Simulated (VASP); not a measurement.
CuCl (zinc blende):

```yaml
crystal:
  lattice:
    - [0.00000, 2.70500, 2.70500]
    - [2.70500, 0.00000, 2.70500]
    - [2.70500, 2.70500, 0.00000]
  atoms:
    - { symbol: Cu, position: [0.00000, 0.00000, 0.00000] }
    - { symbol: Cl, position: [0.25000, 0.25000, 0.25000] }
```

The lowest empty band near Γ, direction [100], from PBE with spin-orbit coupling in VASP (PAW); its two spin partners are averaged. The gap over the points computed is 0.48 eV, and the next band on that side lies 6.12 eV away at the edge.

Settings: 400 eV cut-off, 9×9×9 Γ-centred mesh, Gaussian smearing of 0.050 eV, potentials Cu Cl.

| distance from the edge in k (1/Å) | distance in energy (meV) |
|---|---|
| 0.018 | 5.7 |
| 0.025 | 10.8 |
| 0.035 | 20.9 |
| 0.050 | 41.7 |
| 0.070 | 78.9 |

### Question
Fit E(1 + αE) = ħ²k²/2m* (ħ²/2m0 = 3.810 eV Å²) and predict the row at 0.095 1/Å.

### Answer
Least squares on the energies gives the electron mass m* = 0.219 m0 and α = 1.05 per eV, and so 137.5 meV. The run gave 138.1 meV, +0.6 meV from the fit.

Left out are points under 3 meV from the edge, since the levels carry 0.1 meV, and points farther than half the way to the next band.

The compound is CuCl in the zinc blende structure. The cell was not relaxed at this level.
